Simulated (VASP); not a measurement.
```yaml
crystal:
  lattice:
    - [0.00000, 3.22116, 3.22116]
    - [3.22116, 0.00000, 3.22116]
    - [3.22116, 3.22116, 0.00000]
  atoms:
    - { symbol: Na, position: [0.00000, 0.00000, 0.00000] }
    - { symbol: I, position: [0.50000, 0.50000, 0.50000] }
```

Level of theory: optB88-vdW, VASP's PBE PAW potentials (set 64) (plane waves; VASP 6.6.1). Settings: 520 eV cut-off, Gaussian smearing of 0.050 eV, potentials Na_pv I.

Unless said otherwise, spin-orbit coupling is left out, though it shifts the bands of the heavy elements here.

### Question
Give the energies of bands 5 to 10 at the high-symmetry points, in eV from the valence-band maximum.

### Answer

```
band     Γ      X      U      L      W
----  ----  -----  -----  -----  -----
5     0.00  -1.95  -1.68  -2.23  -1.44
6     0.00  -0.76  -1.38  -0.29  -1.44
7     0.00  -0.76  -0.62  -0.29  -0.96
8     3.68   4.50   5.23   5.12   5.86
9     7.93   5.56   6.73   7.46   7.53
10    7.93  10.03   8.79   7.46   7.53
```

The gap is direct, 3.68 eV, from the valence maximum at Γ to the conduction minimum at Γ.

Measured: gap 5.90 eV (computed value off by -2.22 eV), as given by Abedi et al., (2022), arXiv:2211.14644.

The compound is NaI in the rock salt structure. It was relaxed first.
